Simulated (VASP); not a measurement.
Energy against volume of HfN (rock salt). These are AM05 GGA, VASP's PBE PAW potentials (set 64) (plane waves; VASP 6.6.1) values and carry that method's errors.

| V (Å³/atom) | E (eV/atom) |
|---|---|
| 10.600 | -11.21109 |
| 10.938 | -11.24274 |
| 11.276 | -11.25262 |
| 11.615 | -11.24396 |
| 11.953 | -11.21950 |

Fit a third-order Birch-Murnaghan equation of state.

```yaml
volume_per_atom: 11.28 Å^3/atom
bulk_modulus: 2920 kbar
pressure_derivative_of_the_bulk_modulus: 4.35
lattice_constant_a: 4.485 Å
```

Measured: a 4.524 Å (computed value off by -0.9 %), as given by Seo, Lee, Wen, Petrov, Greene, Gall, J. Appl. Phys. 96, 878 (2004). The calculation is for a static lattice, while the measured a holds thermal and zero-point effects, which are part of the difference.

The compound is HfN in the rock salt structure. It was relaxed first.
